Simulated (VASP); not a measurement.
# Ta4NiO11 (F-43m) in VASP: further runs

One crystal, Ta4NiO11, is run at these levels: PBE+D2, PBE+D3, PBE+D3(BJ), PBE+D4; tasks: relaxation of cell and atoms.

All numbers are computed with VASP 6.6.1; they aren't measurements. Logs are shortened: lines on timing, memory, paths and dates and some standing lists are left out, and cuts for length are marked.

## Step 1: The crystal as given

Symmetry: F-43m, No. 216, cubic system. The conventional cell has a = 9.734 Å, b = 9.734 Å, c = 9.734 Å, α = 90.00°, β = 90.00°, γ = 90.00°. Around Ta (site symmetry 3m) lie 6 O at 1.91 to 2.11 Å. Ni (site symmetry -43m) has 10 O at 2.64 to 2.92 Å as nearest neighbours. O (site symmetry -43m) has 12 O at 3.48 Å as nearest neighbours. O (site symmetry 3m) has 3 Ta at 2.11 Å as nearest neighbours. O (site symmetry 2mm) has 2 Ta at 1.91 Å as nearest neighbours.

The cell was built by a generator and needn't be a form met in nature.

## Step 2: Relaxation of cell and atoms, PBE+D2, collinear spin, ferromagnetic start

Contents of INCAR:

```
  PREC = Accurate
  ENCUT = 600
  EDIFF = 1E-6
  ISMEAR = -1
  SIGMA = 0.05
  LREAL = False
  LASPH = True
  NELM = 100
  ALGO = Normal
  ISIF = 3
  LWAVE = False
  LCHARG = False
  ISPIN = 2
  MAGMOM = 0 0 0 0 1 0 0 0 0 0 0 0 0 0 0 0
  LORBIT = 11
  LMAXMIX = 4
  GGA = PE
  IVDW = 1
  IBRION = 2
  NSW = 40
  EDIFFG = -0.01
  KPAR = 4
```

Contents of KPOINTS:

```
Automatic mesh
0
Gamma
  5 5 5
```

Contents of POSCAR:

```
Ta4NiO11
1.0
    0.0000000000      4.8671500000      4.8671500000
    4.8671500000      0.0000000000      4.8671500000
    4.8671500000      4.8671500000      0.0000000000
Ta Ni O
4 1 11
Direct
    0.6300700000      0.1098000000      0.6300700000
    0.6300700000      0.6300700000      0.6300700000
    0.1098000000      0.6300700000      0.6300700000
    0.6300700000      0.6300700000      0.1098000000
    0.0000000000      0.0000000000      0.0000000000
    0.2500000000      0.2500000000      0.2500000000
    0.8434600000      0.4696200000      0.8434600000
    0.8434600000      0.8434600000      0.8434600000
    0.4696200000      0.8434600000      0.8434600000
    0.8434600000      0.8434600000      0.4696200000
    0.3002300000      0.6997700000      0.6997700000
    0.6997700000      0.3002300000      0.3002300000
    0.6997700000      0.6997700000      0.3002300000
    0.3002300000      0.3002300000      0.6997700000
    0.3002300000      0.6997700000      0.3002300000
    0.6997700000      0.3002300000      0.6997700000
```

Potentials or basis: VASP PAW PBE potentials, release 64 (Ta_pv, Ni, O).

Launch:

```bash
> cat potpaw_PBE.64/Ta_pv/POTCAR potpaw_PBE.64/Ni/POTCAR potpaw_PBE.64/O/POTCAR > POTCAR
> mpirun -np 4 vasp_std > vasp.out
```

OUTCAR:

```text
PREC = Accurate
   ENCUT = 600
   EDIFF = 1E-6
   ISMEAR = -1
   LREAL = False
   LASPH = True
   NELM = 100
   ISIF = 3
   ISPIN = 2
   LORBIT = 11
   GGA = PE
   IVDW = 1
   IBRION = 2
   NSW = 40
   EDIFFG = -0.01
  IVDW =   1

 ion  position               nearest neighbor table
   1  0.630  0.110  0.630-  16 1.91  14 1.91  12 1.91   8 2.11  10 2.11   9 2.11   2 3.30   3 3.30
                             4 3.30   4 3.58   2 3.58   3 3.58
   2  0.630  0.630  0.630-  11 1.91  13 1.91  16 1.91   7 2.11   9 2.11  10 2.11   1 3.30   3 3.30
                             4 3.30   4 3.58   1 3.58   3 3.58
   3  0.110  0.630  0.630-  11 1.91  14 1.91  15 1.91   8 2.11  10 2.11   7 2.11   1 3.30   2 3.30
                             4 3.30   2 3.58   4 3.58   1 3.58
   4  0.630  0.630  0.110-  13 1.91  12 1.91  15 1.91   8 2.11   9 2.11   7 2.11   1 3.30   2 3.30
                             3 3.30   2 3.58   1 3.58   3 3.58
   5  0.000  0.000  0.000-
   6  0.250  0.250  0.250-
   7  0.843  0.470  0.843-   2 2.11   3 2.11   4 2.11
   8  0.843  0.843  0.843-   1 2.11   3 2.11   4 2.11
   9  0.470  0.843  0.843-   2 2.11   1 2.11   4 2.11
  10  0.843  0.843  0.470-   2 2.11   1 2.11   3 2.11
  11  0.300  0.700  0.700-   3 1.91   2 1.91
  12  0.700  0.300  0.300-   1 1.91   4 1.91
  13  0.700  0.700  0.300-   4 1.91   2 1.91
  14  0.300  0.300  0.700-   1 1.91   3 1.91
  15  0.300  0.700  0.300-   3 1.91   4 1.91
  16  0.700  0.300  0.700-   1 1.91   2 1.91

  LATTYP: Found a face centered cubic cell.
 ALAT       =     9.7343000000

  Lattice vectors:

 A1 = (   0.0000000000,   4.8671500000,   4.8671500000)
 A2 = (   4.8671500000,   0.0000000000,   4.8671500000)
 A3 = (   4.8671500000,   4.8671500000,   0.0000000000)

Analysis of symmetry for initial positions (statically):
=====================================================================
 Subroutine PRICEL returns:
 Original cell was already a primitive cell.

 Routine SETGRP: Setting up the symmetry group for a
 face centered cubic supercell.

 Subroutine GETGRP returns: Found  6 space group operations
 (whereof  6 operations were pure point group operations)
 out of a pool of 48 trial point group operations.

The static configuration has the point symmetry C_3v.

Analysis of symmetry for dynamics (positions and initial velocities):
=====================================================================
 Subroutine PRICEL returns:
 Original cell was already a primitive cell.

 Routine SETGRP: Setting up the symmetry group for a
 face centered cubic supercell.

 Subroutine GETGRP returns: Found  6 space group operations
 (whereof  6 operations were pure point group operations)
 out of a pool of 48 trial point group operations.

The dynamic configuration has the point symmetry C_3v.

Analysis of structural, dynamic, and magnetic symmetry:
=====================================================================
 Subroutine PRICEL returns:
 Original cell was already a primitive cell.

 Routine SETGRP: Setting up the symmetry group for a
 face centered cubic supercell.

 Subroutine GETGRP returns: Found  6 space group operations
 (whereof  6 operations were pure point group operations)
 out of a pool of 48 trial point group operations.

The overall configuration has the point symmetry C_3v.

 Subroutine INISYM returns: Found  6 space group operations
 (whereof  6 operations are pure point group operations),
 and found     1 'primitive' translations

----------------------------------------------------------------------------------------

                                     Primitive cell

  volume of cell :     230.5973

  direct lattice vectors                    reciprocal lattice vectors
     0.000000000  4.867150000  4.867150000    -0.102729523  0.102729523  0.102729523
     4.867150000  0.000000000  4.867150000     0.102729523 -0.102729523  0.102729523
     4.867150000  4.867150000  0.000000000     0.102729523  0.102729523 -0.102729523

  length of vectors
     6.883189540  6.883189540  6.883189540     0.177932754  0.177932754  0.177932754

  position of ions in fractional coordinates (direct lattice)
     0.630070000  0.109800000  0.630070000
     0.630070000  0.630070000  0.630070000
     0.109800000  0.630070000  0.630070000
     0.630070000  0.630070000  0.109800000
     0.000000000  0.000000000  0.000000000
     0.250000000  0.250000000  0.250000000
[... 8 lines left out ...]
     0.300230000  0.699770000  0.300230000
     0.699770000  0.300230000  0.699770000

  ion indices of the primitive-cell ions
   primitive index   ion index
                 1           1
                 2           2
                 3           3
                 4           4
                 5           5
                 6           6
[... 8 lines left out ...]
                15          15
                16          16

----------------------------------------------------------------------------------------

 KPOINTS: Automatic mesh

Automatic generation of k-mesh.
 Grid dimensions read from file:
 generate k-points for:    5    5    5

 Generating k-lattice:

  Cartesian coordinates                     Fractional coordinates (reciprocal lattice)
    -0.020545905  0.020545905  0.020545905     0.200000000  0.000000000  0.000000000
     0.020545905 -0.020545905  0.020545905     0.000000000  0.200000000  0.000000000
     0.020545905  0.020545905 -0.020545905     0.000000000  0.000000000  0.200000000

  Length of vectors
     0.035586551  0.035586551  0.035586551

  Shift w.r.t. Gamma in fractional coordinates (k-lattice)
     0.000000000  0.000000000  0.000000000

 Subroutine IBZKPT returns following result:
 ===========================================

 Found     19 irreducible k-points:

 Following reciprocal coordinates:
            Coordinates               Weight
  0.000000  0.000000  0.000000      1.000000
  0.200000  0.000000  0.000000      6.000000
  0.200000  0.200000  0.200000      2.000000
  0.400000  0.000000  0.000000      6.000000
  0.400000  0.400000  0.400000      2.000000
  0.200000  0.200000  0.000000      6.000000
[... 11 lines left out ...]
 -0.400000  0.400000  0.200000     12.000000
  0.400000  0.200000 -0.200000     12.000000
   k-points           NKPTS =     19   k-points in BZ     NKDIM =     19   number of bands    NBANDS=     73
   number of dos      NEDOS =    301   number of ions     NIONS =     16
   total plane-waves  NPLWV = 175616
   dimension x,y,z NGX =    56 NGY =   56 NGZ =   56
   dimension x,y,z NGXF=   112 NGYF=  112 NGZF=  112
   ions per type =               4   1  11
   NGX,Y,Z   is equivalent  to a cutoff of  13.53, 13.53, 13.53 a.u.
   NGXF,Y,Z  is equivalent  to a cutoff of  27.05, 27.05, 27.05 a.u.
 SYSTEM =  unknown system
   PREC   = accura    normal or accurate (medium, high low for compatibility)
   ISTART =      0    job   : 0-new  1-cont  2-samecut
   ICHARG =      2    charge: 1-file 2-atom 10-const
   ISPIN  =      2    spin polarized calculation?
   LNONCOLLINEAR =      F non collinear calculations
   LSORBIT =      F    spin-orbit coupling
   LASPH  =      T    aspherical Exc in radial PAW
   ENCUT  =  600.0 eV  44.10 Ry    6.64 a.u.  13.75 13.75 13.75*2*pi/ulx,y,z
   NELM   =    100;   NELMIN=  2; NELMDL= -5     # of ELM steps
   EDIFF  = 0.1E-05   stopping-criterion for ELM
   LREAL  =      F    real-space projection
   EDIFFG = -.1E-01   stopping-criterion for IOM
   NSW    =     40    number of steps for IOM
   IBRION =      2    ionic relax: 0-MD 1-quasi-New 2-CG
   NFREE  =      1    steps in history (QN), initial steepest desc. (CG)
   ISIF   =      3    stress and relaxation
   ISYM   =      2    0-nonsym 1-usesym 2-fastsym
   POTIM  = 0.5000    time-step for ionic-motion
   TEBEG  =    0.0;   TEEND  =   0.0 temperature during run
   PSTRESS=    0.0 pullay stress
   NELECT =     120.0000    total number of electrons
   NUPDOWN=      -1.0000    fix difference up-down
   EMIN   =  10.00;   EMAX   =-10.00  energy-range for DOS
   EFERMI =   0.00;   METHOD = LEGACY
   ISMEAR =    -1;   SIGMA  =   0.05  broadening in eV -4-tet -1-fermi 0-gaus
   EFERMI_NEDOS =   21; number of points for ismear=-14 and -15
   IALGO  =     38    algorithm
   IMIX   =      4    mixing-type and parameters
     AMIX     =   0.40;   BMIX     =  1.00
     AMIX_MAG =   1.60;   BMIX_MAG =  1.00
  volume/ion in A,a.u.               =      14.41        97.26
  Fermi-wavevector in a.u.,A,eV,Ry     =   1.316792  2.488376 23.591702  1.733941
  Thomas-Fermi vector in A             =   2.446879
   LORBIT       =     11    0 simple, 1 ext, 2 COOP (PROOUT), +10 PAW based schemes
   GGA     = PE    functional components
   LHFCALC =     F    Hartree Fock is set to
   AEXX    =    0.0000 exact exchange contribution
   IVDW    =     1    specifies the selected vdW correction
   LEPSILON=     F    determine dielectric tensor
   LRPA    =     F    only Hartree local field effects (RPA)
 conjugate gradient relaxation of ions
 spin polarized calculation
  energy-cutoff  :      600.00
  volume of cell :      230.60
 maximum number of plane-waves:      7727
   NGX = 27   NGY = 27   NGZ = 27

--------------------------------------- Ionic step        1  -------------------------------------------

 number of electron     119.9999978 magnetization       1.0652907

 Free energy of the ion-electron system (eV)
  ---------------------------------------------------
  ext. energy  EPLUGINS =         0.00000000
  ---------------------------------------------------
  free energy    TOTEN  =      -139.05146995 eV

  energy without entropy =     -138.86267371  energy(sigma->0) =     -138.95707183

------------------------ aborting loop because EDIFF is reached ----------------------------------------

  DFT-D2 method for vdW energy calculation

  Number of pair interactions contributing to vdW energy:  308350
[... 153 lines left out ...]
  FREE ENERGIE OF THE ION-ELECTRON SYSTEM (eV)
  ---------------------------------------------------
  free  energy   TOTEN  =      -144.3292821797 eV

  energy  without entropy=     -144.1523878726  energy(sigma->0) =     -144.24083503

[... ionic steps 4 to 13 ...]

--------------------------------------- Ionic step       14  -------------------------------------------

 number of electron     119.9999973 magnetization       2.1427701

------------------------ aborting loop because EDIFF is reached ----------------------------------------
[... 107 lines left out ...]
--------------------------------------- Ionic step       16  -------------------------------------------

 number of electron     119.9999973 magnetization       2.1428558

 Free energy of the ion-electron system (eV)
  ---------------------------------------------------
  ext. energy  EPLUGINS =         0.00000000
  ---------------------------------------------------
  free energy    TOTEN  =      -139.37409015 eV

  energy without entropy =     -139.19673314  energy(sigma->0) =     -139.28541164

 E-fermi :   3.2217     XC(G=0):  -9.8311

 val. band max:        3.2199634212   @ k =   0.4000   0.2000  -0.2000
 cond. band min:       3.2226055399   @ k =   0.2000   0.2000   0.2000
 fundamental gap:      0.0026421187
 Fermi energy:         3.2217121858

 spin component 1

 k-point     1 :       0.0000    0.0000    0.0000
  band No.  band energies     occupation
      1     -34.0245      1.00000
      2     -33.8932      1.00000
      3     -33.8932      1.00000
      4     -33.8932      1.00000
      5     -33.8308      1.00000
      6     -33.8308      1.00000
[... 1414 lines left out ...]
     71       5.9357      0.00000
     72       6.1298      0.00000
 Fermi energy:         3.2217121858

 spin component 2

 k-point     1 :       0.0000    0.0000    0.0000
  band No.  band energies     occupation
      1     -34.0377      1.00000
      2     -33.9132      1.00000
      3     -33.9132      1.00000
      4     -33.9132      1.00000
      5     -33.8528      1.00000
      6     -33.8528      1.00000
[... 1414 lines left out ...]
     71       5.9373      0.00000
     72       6.1030      0.00000
 [bands above 72 left out]

------------------------ aborting loop because EDIFF is reached ----------------------------------------

  DFT-D2 method for vdW energy calculation

  Number of pair interactions contributing to vdW energy:  311950
[... 41 lines left out ...]
  FREE ENERGIE OF THE ION-ELECTRON SYSTEM (eV)
  ---------------------------------------------------
  free  energy   TOTEN  =      -144.3345464936 eV

  energy  without entropy=     -144.1571894862  energy(sigma->0) =     -144.24586799

 reached required accuracy - stopping structural energy minimisation

 total charge

# of ion       s       p       d       tot
------------------------------------------
    1        0.347   6.316   2.188   8.851
    2        0.347   6.316   2.188   8.851
    3        0.347   6.316   2.188   8.851
    4        0.347   6.316   2.188   8.851
    5        0.091   0.059   8.485   8.636
    6        1.593   3.097   0.000   4.690
[... 8 lines left out ...]
   15        1.571   3.522   0.000   5.093
   16        1.571   3.522   0.000   5.093
--------------------------------------------------
tot         18.766  63.543  17.238  99.546

 magnetization (x)

# of ion       s       p       d       tot
------------------------------------------
    1       -0.001  -0.001  -0.026  -0.027
    2       -0.001  -0.001  -0.026  -0.027
    3       -0.001  -0.001  -0.026  -0.027
    4       -0.001  -0.001  -0.026  -0.027
    5        0.002   0.001   1.014   1.016
    6        0.011   0.960   0.000   0.971
[... 8 lines left out ...]
   15        0.000   0.003   0.000   0.003
   16        0.000   0.003   0.000   0.003
--------------------------------------------------
tot          0.010   0.982   0.910   1.902
```

Wall time 73 min (4 MPI ranks of Intel Xeon Platinum 8488C (Sapphire Rapids), shared host); peak memory 1 GiB.

Results:

```yaml
Free_energy: -144.3345 eV
Relaxed_volume: 14.28 Å³/atom
Relaxed_cell: a = 6.862 Å, b = 6.862 Å, c = 6.862 Å, α = 60.00°, β = 60.00°, γ = 60.00°
Space_group_after_relaxing_to_0.05_Å: F-43m (No. 216)
Energy_gained_by_relaxing: 21.5 meV/atom
Ionic_steps: 16
Pressure_after_relaxing: 0.0 GPa
Largest_force_after_relaxing: 0.007 eV/Å
Band_gap_on_the_k_mesh: none (metal or under the smearing width)
Net_moment: 2.14 μB per cell
Site_moments: Ta -0.03; Ni +1.02; O +0.97, +0.00 μB
Valence_electrons_inside_the_program's_atomic_spheres: Ta 8.85; Ni 8.64; O 4.69, 5.07, 5.09
Dispersion_energy_per_atom: -0.310 eV
```

Forces in eV/Å, atoms in the order of the input:
```
Ta   0.004 -0.004  0.004
Ta  -0.004 -0.004 -0.004
Ta  -0.004  0.004  0.004
Ta   0.004  0.004 -0.004
Ni   0.000  0.000  0.000
O    0.000  0.000  0.000
O    0.004 -0.004  0.004
O   -0.004 -0.004 -0.004
O   -0.004  0.004  0.004
O    0.004  0.004 -0.004
O    0.002  0.000  0.000
O   -0.002  0.000  0.000
O    0.000  0.000  0.002
O    0.000  0.000 -0.002
O    0.000 -0.002  0.000
O    0.000  0.002  0.000
```

The path:
| step | energy change (eV) | largest force (eV/Å) | pressure (GPa) | volume (Å³) |
| --- | --- | --- | --- | --- |
| 1 | 0.0000 | 0.4199 | -1.69 | 230.60 |
| 2 | -0.2959 | 1.3867 | 3.78 | 225.56 |
| 3 | -0.3381 | 0.2547 | 0.18 | 229.21 |
| 4 | -0.3393 | 0.1506 | -0.17 | 229.54 |
| 5 | -0.3394 | 0.1123 | -0.40 | 229.66 |
| 6 | -0.3394 | 0.1212 | -0.09 | 229.63 |
| 7 | -0.3403 | 0.1974 | -0.31 | 229.40 |
| 8 | -0.3408 | 0.0844 | -0.38 | 229.48 |
| 9 | -0.3422 | 0.1073 | -0.06 | 228.87 |
| 10 | -0.3424 | 0.1157 | 0.10 | 228.65 |
| 11 | -0.3432 | 0.0299 | 0.05 | 228.58 |
| 12 | -0.3432 | 0.0282 | 0.04 | 228.58 |
| 13 | -0.3433 | 0.0124 | -0.04 | 228.62 |
| 14 | -0.3433 | 0.0178 | -0.13 | 228.66 |
| 15 | -0.3433 | 0.0154 | -0.10 | 228.64 |
| 16 | -0.3434 | 0.0070 | -0.05 | 228.52 |

Final structure:
```
CELL_PARAMETERS angstrom
0.00003 4.85252 4.85252
4.85252 0.00003 4.85252
4.85252 4.85252 0.00003
ATOMIC_POSITIONS crystal
Ta 0.62996 0.11012 0.62996
Ta 0.62996 0.62996 0.62996
Ta 0.11012 0.62996 0.62996
Ta 0.62996 0.62996 0.11012
Ni 0.00000 0.00000 0.00000
O 0.25000 0.25000 0.25000
O 0.84364 0.46909 0.84364
O 0.84364 0.84364 0.84364
O 0.46909 0.84364 0.84364
O 0.84364 0.84364 0.46909
O 0.29927 0.70073 0.70073
O 0.70073 0.29927 0.29927
O 0.70073 0.70073 0.29927
O 0.29927 0.29927 0.70073
O 0.29927 0.70073 0.29927
O 0.70073 0.29927 0.70073
```

Caveat: atom-pairwise D2, TS and ULG terms overbind metals; a cell with one magnetic atom can't hold antiferromagnetic order, which such compounds often take; semilocal functionals often make such compounds metallic where correlation or magnetic order opens a gap, which also shifts bond lengths; pairwise dispersion overbinds metals, which lowers pressure and volume. With open d or f shells a metallic result of PBE can be an artefact of self-interaction; +U or a hybrid may open a gap.

[end of part 1 of 2]
